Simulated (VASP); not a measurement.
OSZICAR of a VASP run on Ga4As3P (ordered alloy cell):

### OSZICAR
```
       N       E                     dE             d eps       ncg     rms          rms(c)
DAV:   1     0.565530555074E+03    0.56553E+03   -0.29046E+04   891   0.208E+03
DAV:   2     0.501353544970E+02   -0.51540E+03   -0.50375E+03   924   0.527E+02
DAV:   3    -0.325800285689E+02   -0.82715E+02   -0.81201E+02   965   0.160E+02
DAV:   4    -0.378999371853E+02   -0.53199E+01   -0.52806E+01  1093   0.396E+01
DAV:   5    -0.380186042330E+02   -0.11867E+00   -0.11836E+00  1068   0.606E+00    0.672E+00
DAV:   6    -0.372751910659E+02    0.74341E+00   -0.14182E+00  1207   0.144E+01    0.381E+00
DAV:   7    -0.371464196202E+02    0.12877E+00   -0.65947E-01  1042   0.383E+00    0.122E+00
DAV:   8    -0.371422578495E+02    0.41618E-02   -0.13675E-01  1105   0.391E+00    0.270E-01
DAV:   9    -0.371417549318E+02    0.50292E-03   -0.17411E-02  1148   0.178E+00    0.999E-02
DAV:  10    -0.371419192218E+02   -0.16429E-03   -0.30991E-03   992   0.471E-01    0.590E-02
DAV:  11    -0.371420727159E+02   -0.15349E-03   -0.59581E-04  1218   0.129E-01    0.430E-02
DAV:  12    -0.371420855876E+02   -0.12872E-04   -0.43119E-05  1207   0.315E-02    0.147E-02
DAV:  13    -0.371420908175E+02   -0.52299E-05   -0.20785E-05   932   0.326E-02    0.407E-03
DAV:  14    -0.371420910983E+02   -0.28082E-06   -0.15412E-06  1110   0.668E-03    0.273E-03
DAV:  15    -0.371420910890E+02    0.93241E-08   -0.10361E-06   906   0.643E-03    0.859E-04
DAV:  16    -0.371420910501E+02    0.38870E-07   -0.11990E-07   557   0.226E-03
   1 F= -.37142091E+02 E0= -.37142091E+02  d E =0.000000E+00
```

**Question.** Which electronic solver shows in the log?

**Answer.** It is blocked Davidson (ALGO = Normal, or the opening steps of other solvers). The INCAR had ALGO = Normal.

**Question.** Can the final energy be trusted as converged?

**Answer.** The calculation finished and met its thresholds. It stopped with EDIFF = 1E-7, NELM = 100 (PBEsol GGA, plane waves, VASP's PBE PAW potentials (set 64)).

The structure was generated: Ga4As3P was put into an ordered model structure (P-43m), which need not be its known phase. It was relaxed first.
